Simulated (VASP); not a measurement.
Runs of VASP 6.6.1 on EuAl4Si2Rh. Symmetry: P4/mmm, No. 123, tetragonal system. Conventional cell: a = 4.176 Å, b = 4.176 Å, c = 8.289 Å, α = 90.00°, β = 90.00°, γ = 90.00°. Around Eu (site symmetry 4/mmm) lie 8 Si at 3.18 Å and 8 Al at 3.45 Å. Al (site symmetry 2mm) has 2 Rh at 2.51 Å and 2 Si at 2.61 Å and 1 Al at 2.79 Å as nearest neighbours. Si (site symmetry 4mm) has 1 Si at 2.36 Å and 4 Al at 2.61 Å as nearest neighbours. Rh (site symmetry 4/mmm) is surrounded by 8 Al at 2.51 Å. 

| level | potentials or basis | U | k mesh | cutoff (eV) | gap on the mesh (eV) | pressure (GPa) | moment (μB) | largest force (eV/Å) |
| --- | --- | --- | --- | --- | --- | --- | --- | --- |
| r2SCAN | VASP PAW PBE potentials, release 64 (Eu, Al, Si, Rh_pv) | - | 6 × 6 × 3 | 520 | none | -1.2 | 6.80 | 0.08 |
| PBEsol+U | VASP PAW PBE potentials, release 64 (Eu, Al, Si, Rh_pv) | Eu f U = 6.0 eV | 8 × 8 × 4 | 520 | none | (a) | (b) | 0.02 |
| PBEsol+U | VASP PAW PBE potentials, release 64 (Eu, Al, Si, Rh_pv) | Eu f U = 6.0 eV | 6 × 6 × 3 | 700 | none | -1.3 | 7.00 | 0.01 |
| PBEsol+U | VASP PAW PBE potentials, release 64 (Eu, Al, Si, Rh_pv) | Eu f U = 6.0 eV | 6 × 6 × 3 | 600 | none | -1.3 | 7.00 | 0.01 |
| PBEsol+U | VASP PAW PBE potentials, release 64 (Eu, Al, Si, Rh) | Eu f U = 6.0 eV | 6 × 6 × 3 | 500 | none | -1.3 | 7.00 | 0.02 |

Alike in all rows: task electric field gradients; spin collinear, ferromagnetic start; cell as given; smearing fermi-dirac 0.02 eV.

**Question.** Estimate the missing entries.

**Answer.** (a) -1.4; (b) 7.02.

Caveats: the PAW data sets were made with another functional, which shifts forces and pressure a little; spin-orbit coupling is left out, which moves the levels of the heavy elements; without U or exact exchange the open f shell lies at the Fermi level, which spoils levels, moments and volumes (some runs).

A k mesh can miss the band edges, and the runs leave out spin-orbit coupling on Eu, Rh.

A gap of «none» marks a metal or a gap under the smearing width.

The runs don't all hold the same shells in valence.

Runs at the PBE level aren't shown here.
